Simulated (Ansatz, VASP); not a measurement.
# TiAl3: VASP beside Ansatz, part 3 of 3

Aim: how closely do two programs agree when they are given the same cell, functional and k mesh? The cell is taken from a series of runs on this material, whose earlier steps may have relaxed, scaled, displaced or heated it; both programs get it as it stands.

VASP 6.6.1 and Ansatz 0.2.0.

So far: Starting point; Ansatz: zone-centre phonons, LDA; VASP: zone-centre phonons, LDA.

**3. VASP: zone-centre phonons, LDA (continued)**

Level of this step: LDA; plane waves and PAW (Al, Ti_sv) (VASP).

Numbers of over 12 decimals in the logs are rounded to 6 here.

Parts of OUTCAR (step 3):

```text
ion  position               nearest neighbor table
   1  0.500  0.500  0.000-   4 2.69   4 2.69   4 2.69   4 2.69   3 2.86   2 2.86   3 2.86   2 2.86
                             3 2.86   3 2.86   2 2.86   2 2.86
   2  0.750  0.250  0.500-   3 2.69   3 2.69   3 2.69   3 2.69   4 2.86   1 2.86   4 2.86   4 2.86
                             1 2.86   1 2.86   4 2.86   1 2.86
   3  0.250  0.750  0.500-   2 2.69   2 2.69   2 2.69   2 2.69   4 2.86   1 2.86   4 2.86   1 2.86
                             4 2.86   4 2.86   1 2.86   1 2.86
   4  0.000  0.000  0.000-   1 2.69   1 2.69   1 2.69   1 2.69   3 2.86   2 2.86   3 2.86   3 2.86
                             2 2.86   2 2.86   3 2.86   2 2.86

  LATTYP: Found a body centered tetragonal cell.
 ALAT       =     3.8023427654
 C/A-ratio  =     2.2473145746

 Subroutine GETGRP returns: Found 16 space group operations
 (whereof 16 operations were pure point group operations)

The static configuration has the point symmetry D_4h.

 Found    349 irreducible k-points:

   k-points           NKPTS =    349   k-points in BZ     NKDIM =    349   number of bands    NBANDS=     16

   dimension x,y,z NGX =    40 NGY =   40 NGZ =   40
   dimension x,y,z NGXF=    80 NGYF=   80 NGZF=   80

   ENCUT  =  500.0 eV  36.75 Ry    6.06 a.u.   9.20  9.20  9.20*2*pi/ulx,y,z

   NELECT =      21.0000    total number of electrons

 k-points in reciprocal lattice and weights: Automatic mesh
   0.00000000  0.00000000  0.00000000       0.000
   0.06250000 -0.00000000  0.00000000       0.002
   0.12500000 -0.00000000  0.00000000       0.002
   0.18750000 -0.00000000  0.00000000       0.002
   0.25000000 -0.00000000  0.00000000       0.002
   0.31250000 -0.00000000  0.00000000       0.002
   0.37500000 -0.00000000  0.00000000       0.002
   0.43750000 -0.00000000  0.00000000       0.002
   0.50000000 -0.00000000  0.00000000       0.001
[...]
-0.43750000 -0.43750000  0.43750000       0.000
   0.50000000  0.50000000  0.50000000       0.000

 average (electrostatic) potential at core
       1 -69.6855       2 -69.6022       3 -69.6022       4 -72.0682

  Total       -0.7913394     -0.7913394     -0.7924846      0.0000000      0.0000000      0.0000000
  in kB      -20.5251211    -20.5251211    -20.5548223      0.0000000      0.0000000      0.0000000
  external PRESSURE =     -20.5350215 kB  Pullay stress =       0.0000000 kB

  energy-cutoff  :      500.00
  volume of cell :       61.77
      direct lattice vectors                 reciprocal lattice vectors
    -1.901171383  1.901171383  4.272530157     0.000000000  0.262995753  0.117026675
     1.901171383 -1.901171383  4.272530157     0.262995753  0.000000000  0.117026675
     1.901171383  1.901171383 -4.272530157     0.262995753  0.262995753  0.000000000

 POSITION                                       TOTAL-FORCE (eV/Angst)
 -----------------------------------------------------------------------------------
      0.00000      0.00000      4.27253        -0.000000      0.000000     -0.000000
      0.00000      1.90117      2.13627         0.000000      0.000000      0.000000
      1.90117      0.00000      2.13627         0.000000     -0.000000      0.000000
      0.00000      0.00000      0.00000        -0.000000      0.000000     -0.000000
 -----------------------------------------------------------------------------------
    total drift:                               -0.000000     -0.000000      0.000000

 Eigenvectors and eigenvalues of the dynamical matrix
 ----------------------------------------------------

   1 f  =   10.379460 THz    65.216073 2PiTHz  346.221531 cm-1    42.925980 meV
             X         Y         Z           dx          dy          dz
      0.000000  0.000000  4.272530     0.798612   -0.031080   -0.000000
      0.000000  1.901171  2.136265     0.000940   -0.000037    0.000000
      1.901171  0.000000  2.136265     0.000940   -0.000037   -0.000000
      0.000000  0.000000  0.000000    -0.600587    0.023374   -0.000000

   2 f  =   10.379460 THz    65.216073 2PiTHz  346.221531 cm-1    42.925980 meV
             X         Y         Z           dx          dy          dz
      0.000000  0.000000  4.272530    -0.031080   -0.798612    0.000000
      0.000000  1.901171  2.136265    -0.000037   -0.000940    0.000000
      1.901171  0.000000  2.136265    -0.000037   -0.000940   -0.000000
      0.000000  0.000000  0.000000     0.023374    0.600587    0.000000

   3 f  =   10.138446 THz    63.701734 2PiTHz  338.182154 cm-1    41.929224 meV
             X         Y         Z           dx          dy          dz
      0.000000  0.000000  4.272530     0.000000   -0.000000   -0.000000
      0.000000  1.901171  2.136265     0.114290   -0.697809    0.000000
      1.901171  0.000000  2.136265    -0.114290    0.697809   -0.000000
      0.000000  0.000000  0.000000    -0.000000    0.000000    0.000000

   4 f  =   10.138446 THz    63.701734 2PiTHz  338.182154 cm-1    41.929224 meV
             X         Y         Z           dx          dy          dz
      0.000000  0.000000  4.272530     0.000000   -0.000000    0.000000
      0.000000  1.901171  2.136265     0.697809    0.114290    0.000000
      1.901171  0.000000  2.136265    -0.697809   -0.114290   -0.000000
      0.000000  0.000000  0.000000    -0.000000   -0.000000   -0.000000

   5 f  =    9.644062 THz    60.595427 2PiTHz  321.691272 cm-1    39.884616 meV
             X         Y         Z           dx          dy          dz
      0.000000  0.000000  4.272530     0.000000    0.000000    0.376431
      0.000000  1.901171  2.136265     0.000000   -0.000000   -0.538910
      1.901171  0.000000  2.136265    -0.000000   -0.000000   -0.538910
      0.000000  0.000000  0.000000    -0.000000   -0.000000    0.526737

   6 f  =    7.598202 THz    47.740910 2PiTHz  253.448733 cm-1    31.423624 meV
             X         Y         Z           dx          dy          dz
      0.000000  0.000000  4.272530    -0.000000    0.000000   -0.000000
      0.000000  1.901171  2.136265     0.000000   -0.000000    0.707107
      1.901171  0.000000  2.136265     0.000000   -0.000000   -0.707107
      0.000000  0.000000  0.000000     0.000000    0.000000    0.000000

   7 f  =    6.667335 THz    41.892101 2PiTHz  222.398353 cm-1    27.573869 meV
             X         Y         Z           dx          dy          dz
      0.000000  0.000000  4.272530    -0.364361    0.138520   -0.000000
      0.000000  1.901171  2.136265     0.503860   -0.191554    0.000000
      1.901171  0.000000  2.136265     0.503860   -0.191554   -0.000000
      0.000000  0.000000  0.000000    -0.482920    0.183593   -0.000000

   8 f  =    6.667335 THz    41.892101 2PiTHz  222.398353 cm-1    27.573869 meV
             X         Y         Z           dx          dy          dz
      0.000000  0.000000  4.272530     0.138520    0.364361    0.000000
      0.000000  1.901171  2.136265    -0.191554   -0.503860   -0.000000
      1.901171  0.000000  2.136265    -0.191554   -0.503860    0.000000
      0.000000  0.000000  0.000000     0.183593    0.482920   -0.000000

   9 f  =    5.989859 THz    37.635395 2PiTHz  199.800194 cm-1    24.772056 meV
             X         Y         Z           dx          dy          dz
      0.000000  0.000000  4.272530    -0.000000   -0.000000    0.805073
      0.000000  1.901171  2.136265     0.000000    0.000000   -0.008653
      1.901171  0.000000  2.136265     0.000000    0.000000   -0.008653
      0.000000  0.000000  0.000000    -0.000000   -0.000000   -0.593050

  10 f/i=    0.002050 THz     0.012879 2PiTHz    0.068371 cm-1     0.008477 meV
             X         Y         Z           dx          dy          dz
      0.000000  0.000000  4.272530    -0.445028   -0.106096    0.000000
      0.000000  1.901171  2.136265    -0.445161   -0.106128    0.000000
      1.901171  0.000000  2.136265    -0.445161   -0.106128    0.000000
      0.000000  0.000000  0.000000    -0.593156   -0.141410    0.000000

  11 f/i=    0.002050 THz     0.012879 2PiTHz    0.068371 cm-1     0.008477 meV
             X         Y         Z           dx          dy          dz
      0.000000  0.000000  4.272530     0.106096   -0.445028    0.000000
      0.000000  1.901171  2.136265     0.106128   -0.445161    0.000000
      1.901171  0.000000  2.136265     0.106128   -0.445161    0.000000
      0.000000  0.000000  0.000000     0.141410   -0.593156    0.000000

  12 f/i=    0.006323 THz     0.039728 2PiTHz    0.210909 cm-1     0.026149 meV
             X         Y         Z           dx          dy          dz
      0.000000  0.000000  4.272530     0.000000   -0.000000   -0.458429
      0.000000  1.901171  2.136265     0.000000   -0.000000   -0.457713
      1.901171  0.000000  2.136265     0.000000   -0.000000   -0.457713
      0.000000  0.000000  0.000000     0.000000   -0.000000   -0.608966

 ELASTIC MODULI CONTR FROM IONIC RELAXATION (kBar)
 Direction    XX          YY          ZZ          XY          YZ          ZX
 --------------------------------------------------------------------------------
 XX          -4.4292      4.4292     -0.0000      0.0000      0.0000      0.0000
 YY           4.4292     -4.4292      0.0000      0.0000     -0.0000     -0.0000
 ZZ          -0.0000      0.0000     -0.0000      0.0000      0.0000      0.0000
 XY           0.0000      0.0000      0.0000      0.0000      0.0000      0.0000
 YZ           0.0000     -0.0000      0.0000      0.0000    -15.8409     -0.0000
 ZX           0.0000     -0.0000      0.0000      0.0000     -0.0000    -18.3648
 --------------------------------------------------------------------------------
```

This run has no spin polarisation. Its electron count is odd, so without a moment it is a metal by construction.

**4. Comparison**

Known differences besides the potentials themselves: the two LDA forms differ slightly; the cutoff is 420 eV in Ansatz and 500 eV in VASP; VASP's log shows a relativistic correction to its local exchange, Ansatz's none. Total energies have different zeros and are not compared.

Both answers:

```
                  quantity  Ansatz   VASP  difference
     optical mode 1 (cm⁻¹)   199.2  199.8     -0.30 %
optical mode 2 to 3 (cm⁻¹)   221.8  222.4     -0.25 %
     optical mode 4 (cm⁻¹)   252.6  253.4     -0.32 %
     optical mode 5 (cm⁻¹)   320.2  321.7     -0.48 %
optical mode 6 to 7 (cm⁻¹)   336.8  338.2     -0.41 %
optical mode 8 to 9 (cm⁻¹)   345.4  346.2     -0.22 %
```

Modes are paired by rising frequency, not by their patterns, so a pair may set unlike modes beside each other; they are those without the splitting of longitudinal modes.

**5. Outcome**

| Quantity | Value |
| --- | --- |
| r.m.s. difference of the optical zone-centre modes, each program's sorted by frequency (zone-centre phonons, LDA) | 1.0 cm⁻¹ |

What this shows: The r.m.s. difference of the optical zone-centre modes, each program's sorted by frequency is 1.0 cm⁻¹ (zone-centre phonons, LDA). How closely two codes agree says nothing of how well the functional describes the real material.

[Lines on the potential files, build, host, timing and source positions are cut from VASP's logs without a mark.]

[Logs are printed without paths, hosts, clocks, repeated set-up lines and the standing remarks that a program may print on its own settings, such as how far it seeks lower states.]

[Hosts, paths, dates, database ids (printed as entryN), source tags and the programs' standing remarks are cut or masked in the printed files.]
